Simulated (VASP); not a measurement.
```
CELL_PARAMETERS angstrom
      3.57000     0.00000     0.00000
      0.00000     3.57000     0.00000
      0.00000     0.00000     3.57000
ATOMIC_POSITIONS crystal
  Al 0.00000 0.00000 0.00000
  Ni 0.00000 0.50000 0.50000
  Ni 0.50000 0.00000 0.50000
  Ni 0.50000 0.50000 0.00000
```
Starting moments (μB, in the order of the record's atoms Al Ni Ni Ni): 0.0 0.5 0.5 0.5.

The base run (VASP): PBE GGA, plane waves, VASP's PBE PAW potentials (set 64). Settings: 400 eV cut-off, 8×8×8 Γ-centred mesh, first-order Methfessel-Paxton smearing of 0.10 eV, potentials Al Ni.

One setting is varied; ΔE counts from the base run. The base run took about 20 core-seconds. Times come from single runs on busy shared machines, so they are rough: good to a factor of about 2.

```json
[
 {"setting": "base run", "cost over the base run": "reference", "electronic steps": "14", "ΔE (meV/atom)": "0.0"},
 {"setting": "AMIX = 0.6, BMIX = 0.0001, IMIX = 4", "cost over the base run": "within a factor of 2", "electronic steps": "16", "ΔE (meV/atom)": "0.0"},
 {"setting": "AMIX = 0.05, BMIX = 3.0, IMIX = 4", "cost over the base run": "within a factor of 2", "electronic steps": "22", "ΔE (meV/atom)": "0.0"},
 {"setting": "AMIX = 0.2, BMIX = 1.0, IMIX = 1", "cost over the base run": "within a factor of 2", "electronic steps": "31", "ΔE (meV/atom)": "0.0"},
 {"setting": "AMIX = 0.1, BMIX = 3.0, IMIX = 1", "cost over the base run": "about 6 times", "electronic steps": "91", "ΔE (meV/atom)": "0.0"}
]
```

Left out are runs that failed, have no time on record or changed the cell.

The compound is Ni3Al in the L1_2 structure. The cell was not relaxed at this level.
